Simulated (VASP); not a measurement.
NaF:

```
Na F
1.0
     0.00000    2.31500    2.31500
     2.31500    0.00000    2.31500
     2.31500    2.31500    0.00000
Na F
1 1
Direct
  0.00000 0.00000 0.00000
  0.50000 0.50000 0.50000
```

The cell was built by a generator and needn't be a form met in nature.

```yaml
Program: VASP 6.6.1
Task: relaxation of cell and atoms
Functional: PBE
Potentials_or_basis: VASP PAW PBE potentials, release 64 (Na_pv, F)
Cutoff: 600 eV
k_mesh: 10 × 10 × 10
Occupations: gaussian, width 0.02 eV
Spin: no spin polarisation
```

At the start: pressure 2.1 GPa; volume 12.41 Å³/atom.

**Question.** How do energy, volume and symmetry change on relaxing?

**Answer.** Over 4 steps the energy falls by 3.3 meV/atom and the volume is 12.93 Å³/atom (+4.2 %); space group Fm-3m (No. 225, to 0.05 Å).

The path:
```tsv
step	energy change (eV)	largest force (eV/Å)	pressure (GPa)	volume (Å³)
1	0.0000	0.0000	2.05	24.81
2	-0.0052	0.0000	0.81	25.39
3	-0.0064	0.0000	0.25	25.71
4	-0.0065	0.0000	0.01	25.85
```

Final structure:
```
CELL_PARAMETERS angstrom
0.00000 2.34693 2.34693
2.34693 0.00000 2.34693
2.34693 2.34693 0.00000
ATOMIC_POSITIONS crystal
Na 0.00000 0.00000 0.00000
F 0.50000 0.50000 0.50000
```
